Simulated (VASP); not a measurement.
Here is the system:

```yaml
crystal:
  lattice:
    - [3.33287, -5.73606, -0.00427]
    - [1.65057, 2.85887, 0.00000]
    - [-0.00345, 0.00199, 5.38354]
  atoms:
    - { symbol: In, position: [0.33513, 0.33513, 0.50028] }
    - { symbol: Ga, position: [0.16052, 0.66052, 0.00226] }
    - { symbol: Ga, position: [0.83377, 0.33377, 0.49798] }
    - { symbol: Ga, position: [0.67245, 0.67245, 0.00063] }
    - { symbol: N, position: [0.33513, 0.33513, 0.90448] }
    - { symbol: N, position: [0.14363, 0.64363, 0.36293] }
    - { symbol: N, position: [0.83214, 0.33214, 0.87049] }
    - { symbol: N, position: [0.68722, 0.68722, 0.36896] }
```

Calculation: PBE GGA, VASP's PBE PAW potentials (set 64) (plane waves; VASP). Run with 500 eV cut-off, 4×7×4 Γ-centred mesh, Gaussian smearing of 0.050 eV, potentials In_d Ga_d N.

Unless said otherwise, spin-orbit coupling is left out, though it shifts the bands of the heavy elements here.

Q: What does the run give for the energy per atom (σ→0), band gap (on the k-mesh) with the smallest direct gap where there is one?

A: 
```json
{
 "band gap (on the k-mesh)": "0.82 eV",
 "smallest direct gap (on the k-mesh)": "0.82 eV",
 "energy per atom (σ→0)": "-5.857 eV/atom"
}
```

Total energies compare only between runs with the same potentials, cut-off and functional.

The structure was generated: Ga3InN4 was put into an ordered model structure (Pm), which need not be its known phase. It was relaxed first.
